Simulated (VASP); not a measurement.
Energy against volume of Si (diamond). Calculation: optB88-vdW, VASP's PBE PAW potentials (set 64) (plane waves; VASP). Run with 520 eV cut-off, 8×8×8 Γ-centred mesh, Gaussian smearing of 0.050 eV, potentials Si.

```tsv
V (Å³/atom)	E (eV/atom)
19.834	-4.16675
20.447	-4.17217
21.061	-4.16738
21.674	-4.15391
```

**Question.** Fit these four points and predict the energy of the run at 19.220 Å³/atom.

**Answer.** A cubic in V^(−2/3), the third-order Birch-Murnaghan form, passes through the four points with V0 = 20.45 Å³/atom and B0 = 89 GPa, and gives -4.1493 eV/atom there. The run gave -4.1493 eV/atom, -0.0 meV/atom from the fit; all five points give B0 = 89 GPa.

The compound is Si in the diamond structure. It was relaxed first.
